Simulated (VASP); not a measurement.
```xyz
2
Lattice="2.8800 0.0000 0.0000 0.0000 2.8800 0.0000 0.0000 0.0000 2.8800" Properties=species:S:1:pos:R:3 pbc="T T T"
Cr     0.0000     0.0000     0.0000
Cr     1.4400     1.4400     1.4400
```
Starting moments (μB, in the order of the record's atoms Cr Cr): 1.5 -1.5.

The numbers are results of PW91 GGA, VASP's PBE PAW potentials (set 64) (plane waves; VASP), not measurements. Settings: 520 eV cut-off, 11×11×11 Γ-centred mesh, first-order Methfessel-Paxton smearing of 0.10 eV, potentials Cr_pv.

Energy and stress use the plane-wave basis of the starting cell.

Task: The ions, cell shape and volume are relaxed. Which structure does the run end with?

Result: 
```xyz
2
Lattice="2.8553 0.0000 0.0000 0.0000 2.8553 0.0000 0.0000 0.0000 2.8553" Properties=species:S:1:pos:R:3 pbc="T T T"
Cr     0.0000     0.0000     0.0000
Cr     1.4277     1.4277     1.4277
```
Space group Im-3m (229), at a tolerance of 0.03 Å. The cell ends with 0.00 μB, on the sites 0.76 -0.76 μB.

Task: How do energy and volume change from the first to the last step?

Result: The energy (σ→0) changes by -5.2 meV/atom and the volume by -2.5 %, in 3 ionic steps.

The compound is Cr in the bcc, AFM order structure. This run relaxes it. Symmetry was kept, so distortions that lower it aren't found.
